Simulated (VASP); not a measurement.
An input for Quantum ESPRESSO's pw.x (written as the equivalent of a VASP run, and not itself run):

```
&CONTROL
  calculation = 'vc-relax'
  pseudo_dir = './pseudo'
  outdir = './out'
  tprnfor = .true.
  tstress = .true.
  nstep = 60
  forc_conv_thr = 0.00039
/
&SYSTEM
  ibrav = 0
  nat = 2
  ntyp = 2
  ecutwfc = 76
  occupations = 'smearing'
  smearing = 'methfessel-paxton'
  degauss = 0.00735
  input_dft = 'pbesol'
/
&ELECTRONS
  conv_thr = 7.3e-08
  electron_maxstep = 100
/
&IONS
/
&CELL
/
ATOMIC_SPECIES
  Zr 91.224 Zr.upf
  B 10.810 B.upf
CELL_PARAMETERS angstrom
     0.0000000    2.6191484    2.6191484
     2.6191484    0.0000000    2.6191484
     2.6191484    2.6191484   -0.0000000
ATOMIC_POSITIONS crystal
  Zr   1.0000000  0.0000000  0.0000000
  B    0.2500000  0.2500000  0.2500000
K_POINTS automatic
  11 11 11 0 0 0
```

### Question
Translate this input to VASP (INCAR, KPOINTS, POSCAR, choice of POTCAR).

### Answer
One answer among several that fit: 
### INCAR
```
! general
SYSTEM   =  ZrB
PREC     =  Accurate
ENCUT    =  520
LREAL    =  .FALSE.
LASPH    =  .TRUE.

! electronic loop
EDIFF    =  1E-6
NELM     =  100
ALGO     =  Normal
LMAXMIX  =  4

! smearing
ISMEAR   =  1
SIGMA    =  0.1

! functional
GGA      =  PS

! ions
IBRION   =  2
NSW      =  60
ISIF     =  3
EDIFFG   =  -0.01

! output
LWAVE    =  .FALSE.
LCHARG   =  .FALSE.
```

**KPOINTS**
```
Automatic mesh
0
Gamma
11 11 11
0 0 0
```

**POSCAR**
```
ZrB
1
    0.0000000000     2.6191484426     2.6191484426
    2.6191484426     0.0000000000     2.6191484426
    2.6191484426     2.6191484426    -0.0000000000
Zr B
1 1
Direct
  1.0000000000   0.0000000000   0.0000000000
  0.2500000000   0.2500000000   0.2500000000
```

POTCAR, in this order: Zr_sv B (PBE.64 set). Program: vasp_std.

The two are equivalent in intent, not identical: the potentials are each code's own (VASP's PAW set, PseudoDojo norm-conserving files in pw.x), so ENCUT and ecutwfc are chosen apart and not converted; conv_thr bounds pw.x's estimated SCF error, while EDIFF bounds the energy change between steps; forc_conv_thr acts on force components and is met together with etot_conv_thr.

The structure was generated: ZrB was put into the zinc blende type (F-43m), which need not be its known phase. It was relaxed first, which changed the volume by -33 %. The start is the result of an earlier pass.
